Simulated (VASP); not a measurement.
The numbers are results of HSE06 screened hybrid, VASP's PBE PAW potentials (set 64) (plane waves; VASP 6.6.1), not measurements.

Input for VASP

**KPOINTS**
```
Automatic mesh
0
Gamma
1 1 1
```

### INCAR
```
ENCUT = 500   # plane-wave cut-off (eV)
GGA = PE   # PBE
ISMEAR = 0
ISYM = 0
LORBIT = 11   # lm-projected
SIGMA = 0.05
LHFCALC = .TRUE.
LCHARG = .FALSE.
LREAL = Auto   # projection in real space or not
PRECFOCK = Fast
NEDOS = 601   # DOS grid
NELMIN = 4
NELM = 50
SYSTEM = C64
EDIFF = 1E-5   # SCF stop (eV)
LASPH = .TRUE.   # aspherical one-centre terms
AEXX = 0.25
LWAVE = .FALSE.
HFSCREEN = 0.2   # 1/Angstrom
PREC = Normal
ALGO = Normal   # blocked Davidson
```

**POSCAR**
```
C64
8.4813660
  0.9982842021   0.0002262454   0.0585545375
 -0.0014507304   1.0389953363   0.0539496354
  0.0549698788   0.0524496358   1.0158614388
C
64
Direct
  0.1283144064   0.8982519148   0.0882311443
  0.8711278127   0.1561960104   0.7696284791
  0.6087596370   0.6196108578   0.1448532208
  0.1176278407   0.9353460312   0.2496299991
  0.5695577902   0.4357974936   0.6487689814
  0.6713596261   0.6956929225   0.6560935544
  0.5229798136   0.8867820348   0.1427707813
  0.9713766351   0.2167534394   0.2666428053
  0.7372559715   0.2614321374   0.4781933071
  0.8223305641   0.6429920306   0.6117385932
  0.8757200172   0.6045576017   0.0765854508
  0.9204218706   0.3383315103   0.1497423422
  0.0023698467   0.4890650741   0.0856251622
  0.4704614390   0.1250903215   0.4568814883
  0.9571973721   0.7385175042   0.6145593691
  0.5703560078   0.0704396121   0.7914987031
  0.5465204771   0.9585750025   0.6762113253
  0.2699495411   0.9311671096   0.3254612529
  0.7581970365   0.3630130896   0.1558621135
  0.3056826393   0.4586359930   0.0176785561
  0.2716923457   0.4765900557   0.4524131850
  0.9934717319   0.8580190719   0.0053221924
  0.2362957964   0.3201087462   0.4805694043
  0.4870196396   0.8287751949   0.4383682457
  0.6605946244   0.8392102388   0.7054110575
  0.4120832618   0.5631332620   0.3783918461
  0.3216015275   0.7449544726   0.7977738559
  0.8735970883   0.2271965762   0.3972403298
  0.7918993916   0.9008556426   0.7626211437
  0.3197378164   0.1830334711   0.4406364333
  0.4945749728   0.9631850145   0.5281829470
  0.9941397997   0.2001355508   0.6801680906
  0.6087197032   0.2175470649   0.3915007910
  0.6239324506   0.2671818396   0.2335111019
  0.4781230659   0.6723489477   0.4781811825
  0.1337777012   0.5562791447   0.5112202566
  0.4616520284   0.1644048336   0.0125618592
  0.3783261066   0.4698027062   0.8546516855
  0.2315480771   0.8585204584   0.8472194806
  0.7330923284   0.5208100830   0.1052043966
  0.4693326395   0.3583578428   0.7766349515
  0.5273580990   0.6045547813   0.6356734759
  0.4190534483   0.4143118265   0.1362759871
  0.0984219776   0.1057550366   0.2786940843
  0.4860602767   0.2725912753   0.1342244081
  0.9469090722   0.8412958860   0.7317189820
  0.0960456573   0.7100031496   0.5123506742
  0.2734506698   0.9256254839   0.9904137362
  0.4722231452   0.5393792239   0.2271007343
  0.1586571608   0.4945071541   0.0574109675
  0.0067609724   0.4492809472   0.5595046746
  0.8483533062   0.4916708065   0.5724676573
  0.4437855085   0.9896209009   0.0200427106
  0.7154502585   0.3892441845   0.5729067090
  0.7497841999   0.0512892078   0.7992555533
  0.0538307583   0.8595630179   0.8466682025
  0.2237963246   0.0913313680   0.3669278618
  0.3969035944   0.6182918814   0.7694169861
  0.0751756537   0.3016014810   0.5690324092
  0.6655369264   0.7765444935   0.1210919130
  0.4330323736   0.8795039046   0.2846345915
  0.4868703209   0.2068763493   0.8509984838
  0.8414898227   0.7657327161   0.0725877300
  0.1441270318   0.8331570143   0.3994554019
```

POTCAR, in this order: C (PBE.64 set). Program: vasp_gam. Read from the step before: WAVECAR.

Output of the run:

### OSZICAR
```
       N       E                     dE             d eps       ncg     rms          rms(c)
DAV:   1    -0.628318146726E+03   -0.62832E+03   -0.84584E+00   344   0.793E+00    0.402E+00
DAV:   2    -0.628339851283E+03   -0.21705E-01   -0.28027E-01   376   0.160E+00    0.251E+00
DAV:   3    -0.628311397980E+03    0.28453E-01   -0.84326E-02   368   0.881E-01    0.141E+00
DAV:   4    -0.628304886631E+03    0.65113E-02   -0.18856E-02   360   0.429E-01    0.789E-01
DAV:   5    -0.628302372667E+03    0.25140E-02   -0.78851E-03   368   0.273E-01    0.419E-01
DAV:   6    -0.628302076907E+03    0.29576E-03   -0.20209E-03   352   0.129E-01    0.233E-01
DAV:   7    -0.628301716137E+03    0.36077E-03   -0.65722E-04   368   0.972E-02    0.122E-01
DAV:   8    -0.628301792399E+03   -0.76262E-04   -0.29599E-04   376   0.467E-02    0.724E-02
DAV:   9    -0.628301728514E+03    0.63885E-04   -0.84923E-05   360   0.445E-02    0.378E-02
DAV:  10    -0.628301753232E+03   -0.24719E-04   -0.92588E-05   376   0.251E-02    0.236E-02
DAV:  11    -0.628301744496E+03    0.87358E-05   -0.14400E-05   236   0.189E-02
   1 F= -.62830174E+03 E0= -.62830174E+03  d E =-.585834E-13
```

### OUTCAR
```
------------------------ aborting loop because EDIFF is reached ----------------------------------------
  volume of cell :      639.07
      direct lattice vectors                 reciprocal lattice vectors
     8.466813690  0.001918870  0.496622464     0.118485650  0.000499692 -0.006437246
    -0.012304176  8.812099719  0.457566604     0.000319820  0.113786729 -0.005892194
     0.466219661  0.444844558  8.615892668    -0.006846531 -0.006071706  0.116748547
 POSITION                                       TOTAL-FORCE (eV/Angst)
 -----------------------------------------------------------------------------------
      1.11650      7.95498      1.23492         0.197517      0.073657      0.003898
      7.73257      1.72045      7.13513        -0.094636     -0.347572     -0.214483
      5.21416      5.52568      1.83388         0.365477      0.070729     -0.329799
      1.10081      8.35363      2.63719        -0.346151      0.628649     -0.470208
      5.11945      4.12999      6.07199         0.235951      0.102944     -0.239471
      5.98160      6.42366      6.30457         0.131886      0.097400      0.008249
      4.48362      7.87893      1.89558        -0.084093      0.182317      0.148842
      8.34611      2.03053      2.87895        -0.442694      0.301531      0.398923
      6.46194      2.51790      4.60582         0.292502      0.002744     -0.197141
      7.23981      5.93982      5.97327        -0.093933      0.136001      0.206681
      7.44283      5.36317      1.37138        -0.454581     -0.009630      0.291992
      7.85869      3.04979      1.90208        -0.401214      0.135085      0.037195
      0.05397      4.34778      0.96269         0.113975      0.055416      0.170190
      4.19478      1.30645      4.22732        -0.282491      0.108117      0.156185
      8.38184      6.78311      6.10826        -0.419838      0.013970      0.318634
      5.19724      0.97391      7.13495        -0.111442     -0.543307      0.712011
      4.93076      8.74892      6.53619        -0.116309     -0.234009     -0.455505
      2.42589      8.35084      3.36427         0.306343     -0.246816     -0.290302
      6.48771      3.26970      1.88553         0.338794     -0.151562      0.222844
      2.59076      4.05000      0.51398        -0.060593     -0.080397      0.052992
      2.50543      4.40153      4.25094        -0.186352     -0.379384     -0.113529
      8.40346      7.56522      0.93184         0.129489     -0.141885     -0.506192
      2.22078      3.03506      4.40436         0.219602      0.533550      0.084325
      4.31768      7.49919      4.39802        -0.150481     -0.390206     -0.103022
      5.91168      7.71027      6.78981         0.333103     -0.223845      0.019395
      3.65852      5.13150      3.72250         0.049247      0.035232     -0.466518
      3.08571      6.92012      7.37411        -0.928877      0.736870      0.265997
      7.57899      2.18047      3.96039         0.081714     -0.140888     -0.410974
      7.04933      8.27920      7.37614        -0.261809     -0.192804     -0.205555
      2.91034      1.80954      4.03902         0.168510     -0.124293      0.594513
      4.42187      8.72359      5.23711         0.563634      0.128028      0.479680
      8.73184      2.06809      6.44554        -0.022694      0.409843      0.133787
      5.33376      2.09237      3.77497        -0.046188      0.076499     -0.353781
      5.38830      2.45951      2.44402        -0.242253     -0.211572      0.120860
      4.26284      6.13844      4.66505         0.067317      0.581638     -0.116470
      1.36417      5.12966      4.72559        -0.150506      0.091603      0.017436
      3.91256      1.45523      0.41272         0.069062     -0.076475     -0.406171
      3.59589      4.52086      7.76644         0.572926     -0.413741     -0.052368
      2.34490      7.94269      7.80737         0.429079     -0.771489     -0.303821
      6.24960      4.63764      1.50881         0.289190      0.422471      0.216259
      4.33143      3.50427      7.08846        -0.021868      0.796354      0.289476
      4.75397      5.61118      6.01542         0.014161      0.111160     -0.057848
      3.60648      3.71238      1.57183         0.002703     -0.422427     -0.220479
      0.96195      1.05609      2.49847         0.108607     -0.626211      1.167062
      4.17461      2.46274      1.52258        -0.175568      0.573268      0.041900
      8.34809      7.74090      7.15962        -0.444487     -0.267150     -0.130905
      1.04333      6.48472      4.78693        -0.056559      0.366504      0.104762
      2.76562      8.59781      9.09264        -0.320575     -0.328991     -0.076185
      4.09747      4.85499      2.43799        -0.043102      0.261568      0.258480
      1.36400      4.38349      0.79971        -0.607656     -0.278669      0.097745
      0.31257      4.20801      5.02957        -0.060498      0.131593     -0.053355
      7.44370      4.58894      5.57860         0.063887     -0.013912      0.132660
      3.75462      8.73041      0.84590         0.198601      0.035432     -0.544555
      6.31990      3.68629      5.46952        -0.136304      0.065241     -0.028738
      6.72028      0.80895      7.28213         0.154986      0.203832     -0.196501
      0.83993      7.95129      7.71484         0.039277      0.047893      0.618034
      2.06479      0.96848      3.31434        -0.773526     -0.612254     -0.315365
      3.71162      5.79148      7.10924         0.224605     -0.034999     -0.397919
      0.89808      2.91102      5.07806        -0.213935      0.157853      0.366326
      5.68188      6.89813      1.72916         0.214748     -0.289533     -0.124731
      3.78829      7.87773      3.06987         0.813692      0.108265     -0.427853
      4.51645      2.20251      7.66856         0.294400     -0.238002      0.493437
      7.14916      6.78162      1.39368        -0.090096     -0.200075      0.087908
      1.39628      7.51983      3.89447         0.756323      0.208844     -0.508934
 -----------------------------------------------------------------------------------
    total drift:                                0.061761      0.129101     -0.054618
  FREE ENERGIE OF THE ION-ELECTRON SYSTEM (eV)
  ---------------------------------------------------
  free  energy   TOTEN  =      -628.3017444965 eV

  energy  without entropy=     -628.3017444965  energy(sigma->0) =     -628.30174450

  exchange ACFDT corr.  =         0.00000000  see jH, gK, PRB 81, 115126

 total charge

# of ion       s       p       d       tot
------------------------------------------
    1        0.864   1.711   0.000   2.575
    2        0.904   1.742   0.000   2.645
    3        0.869   1.766   0.000   2.635
    4        0.839   1.715   0.000   2.554
    5        0.868   1.709   0.000   2.577
    6        0.881   1.787   0.000   2.669
    7        0.848   1.663   0.000   2.511
    8        0.848   1.773   0.000   2.621
    9        0.861   1.802   0.000   2.663
   10        0.881   1.794   0.000   2.675
   11        0.860   1.754   0.000   2.614
   12        0.859   1.685   0.000   2.544
   13        0.859   1.735   0.000   2.594
   14        0.860   1.723   0.000   2.583
   15        0.875   1.768   0.000   2.643
   16        0.842   1.582   0.000   2.425
   17        0.867   1.717   0.000   2.584
   18        0.851   1.813   0.000   2.664
   19        0.872   1.752   0.000   2.624
   20        0.864   1.790   0.000   2.655
   21        0.866   1.754   0.000   2.620
   22        0.853   1.671   0.000   2.524
   23        0.870   1.702   0.000   2.571
   24        0.863   1.723   0.000   2.586
...
```
(Selected blocks of OUTCAR.)
